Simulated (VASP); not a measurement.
Here is the system:

```
Cu2SnZnS4
1.0
   -2.71380     2.71380     5.42853
    2.71380    -2.71380     5.42853
    2.71380     2.71380    -5.42853
Zn Cu Sn S
1 2 1 4
Cartesian
  0.00000   2.71380   2.71426
  0.00000   0.00000   0.00000
  2.71380   0.00000   2.71426
  0.00000   0.00000   5.42853
  1.31484   1.27728   1.40045
  1.27728   4.11277  -1.40045
  1.39896   1.43652   6.82898
  1.43652  -1.39896   4.02807
```

Level of theory: PBE GGA, VASP's PBE PAW potentials (set 64) (plane waves; VASP). Run with 300 eV cut-off, 4×4×4 Γ-centred mesh, Fermi-Dirac smearing of 0.10 eV, potentials Zn Cu Sn_d S.

At this cut-off the stress carries a Pulay error, which pulls relaxed volumes low.

### Question
Give the force on each atom (eV/Å).

### Answer

| atom | Fx | Fy | Fz |
|---|---|---|---|
| Zn1 | 0.000 | 0.000 | 0.000 |
| Cu2 | 0.000 | 0.000 | 0.000 |
| Cu3 | 0.000 | 0.000 | 0.000 |
| Sn4 | 0.000 | 0.000 | 0.000 |
| S5 | -0.050 | -0.084 | 0.063 |
| S6 | -0.084 | 0.050 | -0.063 |
| S7 | 0.050 | 0.084 | 0.063 |
| S8 | 0.084 | -0.050 | -0.063 |

### Question
Give the stress tensor in GPa (positive for a compressed cell).

### Answer

```
1.18  0.00  0.00
0.00  1.18  0.00
0.00  0.00  1.15
```
The pressure is its mean diagonal, 1.17 GPa.

The structure comes from a computed database's ZnCu2SnS4 entry, a phase known from measurement. The cell was not relaxed at this level. The k-mesh is coarse (spacing up to 0.41 per Å, 2π included), so the numbers may not be converged in it.
